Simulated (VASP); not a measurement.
Here is a VASP 6.6.1 calculation.

File INCAR:

```
PREC = Accurate
ENCUT = 450
EDIFF = 1E-5
ISMEAR = 0
SIGMA = 0.03
LREAL = Auto
LASPH = True
NELM = 120
ALGO = Normal
ISIF = 2
LWAVE = False
LCHARG = False
ISPIN = 2
MAGMOM = 3 0 0 0 0 0 0 0 0 0 0 0 0 0 0 0 0 0 0 0 0 0 0 0 0 0 0 0 0 0 0 0
LORBIT = 11
LMAXMIX = 4
LDAU = True
LDAUTYPE = 2
LDAUL = 2 -1 -1
LDAUU = 5 0 0
LDAUJ = 0 0 0
LDAUPRINT = 1
GGA = PS
KPAR = 4
```

The input KPOINTS:

```
Automatic mesh
0
Gamma
  3 3 2
```

File POSCAR:

```
Ga15NiN16
1.0
    6.3800000000      0.0000000000      0.0000000000
   -3.1900000000      5.5252420762      0.0000000000
    0.0000000000      0.0000000000     10.3780000000
Ni Ga N
1 15 16
Direct
    0.3333333333      0.1666666667      0.0000000000
    0.3333333333      0.1666666667      0.5000000000
    0.3333333333      0.6666666667      0.0000000000
    0.3333333333      0.6666666667      0.5000000000
    0.8333333333      0.1666666667      0.0000000000
    0.8333333333      0.1666666667      0.5000000000
    0.8333333333      0.6666666667      0.0000000000
    0.8333333333      0.6666666667      0.5000000000
    0.1666666667      0.3333333333      0.2500000000
    0.1666666667      0.3333333333      0.7500000000
    0.1666666667      0.8333333333      0.2500000000
    0.1666666667      0.8333333333      0.7500000000
    0.6666666667      0.3333333333      0.2500000000
    0.6666666667      0.3333333333      0.7500000000
    0.6666666667      0.8333333333      0.2500000000
    0.6666666667      0.8333333333      0.7500000000
    0.3333333333      0.1666666667      0.1875000000
    0.3333333333      0.1666666667      0.6875000000
    0.3333333333      0.6666666667      0.1875000000
    0.3333333333      0.6666666667      0.6875000000
    0.8333333333      0.1666666667      0.1875000000
    0.8333333333      0.1666666667      0.6875000000
    0.8333333333      0.6666666667      0.1875000000
    0.8333333333      0.6666666667      0.6875000000
    0.1666666667      0.3333333333      0.4375000000
    0.1666666667      0.3333333333      0.9375000000
    0.1666666667      0.8333333333      0.4375000000
    0.1666666667      0.8333333333      0.9375000000
    0.6666666667      0.3333333333      0.4375000000
    0.6666666667      0.3333333333      0.9375000000
    0.6666666667      0.8333333333      0.4375000000
    0.6666666667      0.8333333333      0.9375000000
```

Potentials or basis: VASP PAW PBE potentials, release 64 (Ni, Ga_d, N).

The run is started by

```bash
$ cat potpaw_PBE.64/Ni/POTCAR potpaw_PBE.64/Ga_d/POTCAR potpaw_PBE.64/N/POTCAR > POTCAR
$ mpirun -np 4 vasp_std > vasp.out
```

(1) Estimate the band gap on the k mesh.

(2) Predict the site moments.

(3) What does it give for the net moment?

## Answers

(1) 0.75 eV, indirect (least direct gap 0.86 eV).

(2) Ni +1.85; Ga -0.00, +0.01, +0.00; N +0.16, +0.00, -0.00, +0.01, +0.18 μB.

(3) 3.00 μB per cell.
